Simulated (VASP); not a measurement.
Output of a VASP run:

OSZICAR:
```
       N       E                     dE             d eps       ncg     rms          rms(c)
DAV:   1     0.221879641252E+03    0.22188E+03   -0.16614E+04  1056   0.142E+03
DAV:   2    -0.314456630921E+02   -0.25333E+03   -0.24682E+03  1152   0.353E+02
DAV:   3    -0.468520789516E+02   -0.15406E+02   -0.15344E+02  1260   0.897E+01
DAV:   4    -0.470223032199E+02   -0.17022E+00   -0.17009E+00  1250   0.957E+00
DAV:   5    -0.470246168126E+02   -0.23136E-02   -0.23134E-02  1278   0.105E+00    0.211E+01
DAV:   6    -0.201305463923E+02    0.26894E+02   -0.64094E+01  1068   0.118E+02    0.153E+01
DAV:   7    -0.166824799277E+02    0.34481E+01   -0.40659E+00  1086   0.206E+01    0.880E+00
DAV:   8    -0.184894527371E+02   -0.18070E+01   -0.42304E+00  1056   0.235E+01    0.340E+00
DAV:   9    -0.157875822470E+02    0.27019E+01   -0.19196E+00  1056   0.151E+01    0.126E+00
DAV:  10    -0.148924706797E+02    0.89511E+00   -0.16650E+00  1056   0.122E+01    0.113E+00
DAV:  11    -0.156601194066E+02   -0.76765E+00   -0.84273E-01  1056   0.915E+00    0.348E-01
DAV:  12    -0.156608701161E+02   -0.75071E-03   -0.77510E-02  1092   0.295E+00    0.784E-01
DAV:  13    -0.156579988794E+02    0.28712E-02   -0.92238E-02  1056   0.340E+00    0.168E-01
DAV:  14    -0.156598109320E+02   -0.18121E-02   -0.94369E-04  1284   0.312E-01    0.147E-01
DAV:  15    -0.156607160247E+02   -0.90509E-03   -0.37769E-04  1092   0.190E-01    0.139E-01
DAV:  16    -0.156623725149E+02   -0.16565E-02   -0.65208E-04  1068   0.317E-01    0.918E-02
DAV:  17    -0.156624739681E+02   -0.10145E-03   -0.14893E-04  1104   0.137E-01    0.480E-02
DAV:  18    -0.156624962629E+02   -0.22295E-04   -0.34936E-05  1182   0.632E-02    0.181E-02
DAV:  19    -0.156625200521E+02   -0.23789E-04   -0.41890E-05  1092   0.666E-02    0.755E-03
DAV:  20    -0.156625214942E+02   -0.14421E-05   -0.65502E-07  1264   0.722E-03    0.730E-03
DAV:  21    -0.156625210674E+02    0.42684E-06   -0.31566E-07  1056   0.600E-03    0.533E-03
DAV:  22    -0.156625221452E+02   -0.10778E-05   -0.41486E-07   968   0.647E-03    0.178E-03
DAV:  23    -0.156625215392E+02    0.60598E-06   -0.79046E-08   816   0.341E-03    0.874E-04
DAV:  24    -0.156625221362E+02   -0.59700E-06   -0.80347E-08   684   0.348E-03    0.748E-04
DAV:  25    -0.156625219361E+02    0.20007E-06   -0.12418E-08   546   0.107E-03    0.417E-04
DAV:  26    -0.156625220141E+02   -0.78022E-07   -0.52023E-09   546   0.782E-04
   1 F= -.15662522E+02 E0= -.15662522E+02  d E =0.000000E+00
       N       E                     dE             ncg
       N       E                     dE             ncg
       N       E                     dE             ncg
```

**OUTCAR**
```
------------------------ aborting loop because EDIFF is reached ----------------------------------------
  FORCE on cell =-STRESS in cart. coord.  units (eV):
  Direction    XX          YY          ZZ          XY          YZ          ZX
  --------------------------------------------------------------------------------------
  Total        0.0049956      0.0049956      0.0305594      0.0000000      0.0000000      0.0000000
  in kB        0.0785749      0.0785749      0.4806655      0.0000000      0.0000000      0.0000000
  external PRESSURE =       0.2126051 kB  Pullay stress =       0.0000000 kB
  volume of cell :      101.86
      direct lattice vectors                 reciprocal lattice vectors
     2.084244256 -3.610016772  0.000000000     0.239895108 -0.138503512  0.000000000
     2.084244256  3.610016772  0.000000000     0.239895108  0.138503512  0.000000000
     0.000000000  0.000000000  6.769009633     0.000000000  0.000000000  0.147732099
  FREE ENERGIE OF THE ION-ELECTRON SYSTEM (eV)
  ---------------------------------------------------
  free  energy   TOTEN  =       -15.6625220141 eV

  energy  without entropy=      -15.6625220141  energy(sigma->0) =      -15.66252201

 total charge

# of ion       s       p       d       tot
------------------------------------------
    1        0.406   0.307   9.561  10.274
    2        0.406   0.307   9.561  10.274
    3        1.313   2.418   0.000   3.730
    4        1.313   2.418   0.000   3.730
--------------------------------------------------
tot          3.437   5.450  19.121  28.008

 Electric field gradients after diagonalization (V/A^2)
 (convention: |V_zz| > |V_xx| > |V_yy|)
----------------------------------------------------------------------
 ion       V_xx      V_yy      V_zz     asymmetry (V_yy - V_xx)/ V_zz
----------------------------------------------------------------------
   1      -1.730    -1.728     3.458       0.000
   2      -1.730    -1.728     3.458       0.000
   3       0.218     0.217    -0.436       0.002
   4       0.218     0.217    -0.435       0.002
```
(Selected blocks of OUTCAR.)

### POSCAR
```
CdS
1
    2.0842442560    -3.6100167715     0.0000000000
    2.0842442560     3.6100167715     0.0000000000
    0.0000000000     0.0000000000     6.7690096331
Cd S
2 2
Direct
  0.6666670000   0.3333330000   0.4999910596
  0.3333330000   0.6666670000   0.9999910596
  0.6666670000   0.3333330000   0.8770089404
  0.3333330000   0.6666670000   0.3770089404
```

### Question
Write an INCAR and KPOINTS that could have produced this output.

### Answer
Several could match; the one computed here: the input of the run itself, MS2 meta-GGA, plane waves, VASP's PBE PAW potentials (set 64).

**KPOINTS_OPT**
```
k-points along high-symmetry lines
6
Line-mode
Reciprocal
  0.000000   0.000000   0.000000 ! GAMMA
  0.000000   0.500000   0.000000 ! M

  0.000000   0.500000   0.000000 ! M
 -0.333333   0.666667   0.000000 ! K

 -0.333333   0.666667   0.000000 ! K
  0.000000   0.000000   0.000000 ! GAMMA

  0.000000   0.000000   0.000000 ! GAMMA
  0.000000   0.000000   0.500000 ! A

  0.000000   0.000000   0.500000 ! A
  0.000000   0.500000   0.500000 ! L

  0.000000   0.500000   0.500000 ! L
 -0.333333   0.666667   0.500000 ! H

 -0.333333   0.666667   0.500000 ! H
  0.000000   0.000000   0.500000 ! A

  0.000000   0.500000   0.500000 ! L
  0.000000   0.500000   0.000000 ! M

 -0.333333   0.666667   0.500000 ! H
 -0.333333   0.666667   0.000000 ! K
```

KPOINTS:
```
Automatic mesh
0
Gamma
7 7 4
0 0 0
```

### INCAR
```
ALGO=Normal
EDIFF=1E-7
ENCUT=520
ISIF=2
ISMEAR=-5
LASPH=T
LCHARG=F
LEFG=T
LMAXMIX=4
LMIXTAU=T
LORBIT=11
LREAL=F
LWAVE=F
METAGGA=MS2
NEDOS=601
NELM=100
PREC=Accurate
SYSTEM=CdS
```

POTCAR, in this order: Cd S (PBE.64 set). Program: vasp_std.

The compound is CdS in the wurtzite structure. It was relaxed first.
